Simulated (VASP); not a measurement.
Crystal: MnSiSe3.

```
CELL_PARAMETERS angstrom
4.83412 0.00000 0.00000
0.00000 4.83412 0.00000
0.00000 0.00000 4.83412
ATOMIC_POSITIONS crystal
Mn 0.00000 0.00000 0.00000
Si 0.50000 0.50000 0.50000
Se 0.00000 0.50000 0.50000
Se 0.50000 0.00000 0.50000
Se 0.50000 0.50000 0.00000
```

The cell was built by a generator and needn't be a form met in nature.

| Item | Value |
| --- | --- |
| Program | VASP 6.6.1 |
| Task | relaxation of cell and atoms |
| Functional | PBEsol |
| Potentials or basis | VASP PAW PBE potentials, release 64 (Mn_pv, Si, Se) |
| Cutoff | 600 eV |
| k mesh | 5 × 5 × 5 |
| Occupations | fermi-dirac, width 0.05 eV |
| Spin | collinear spin, ferromagnetic start |
| Starting moments | [4.0, 0.0, 0.0, 0.0, 0.0] μB |

At the start: pressure -2.5 GPa; volume 22.59 Å³/atom.

Question: Where does the relaxation end?

Answer: Over 3 steps the energy falls by 7.5 meV/atom and the volume is 21.66 Å³/atom (-4.1 %); space group Pm-3m (No. 221, to 0.05 Å); moment 5.26 μB per cell.

Step by step:
```tsv
step	energy change (eV)	largest force (eV/Å)	pressure (GPa)	volume (Å³)
1	0.0000	0.0000	-2.48	112.97
2	-0.0357	0.0000	0.62	107.35
3	-0.0376	0.0000	0.02	108.32
```

Final structure:
```
Mn Si Se
1.0
     4.76695    0.00000    0.00000
     0.00000    4.76695    0.00000
     0.00000    0.00000    4.76695
Mn Si Se
1 1 3
Direct
  0.00000 0.00000 0.00000
  0.50000 0.50000 0.50000
  0.00000 0.50000 0.50000
  0.50000 0.00000 0.50000
  0.50000 0.50000 0.00000
```

Caveat: the PAW data sets were made with another functional, which shifts forces and pressure a little; a cell with one magnetic atom can't hold antiferromagnetic order, which such compounds often take.
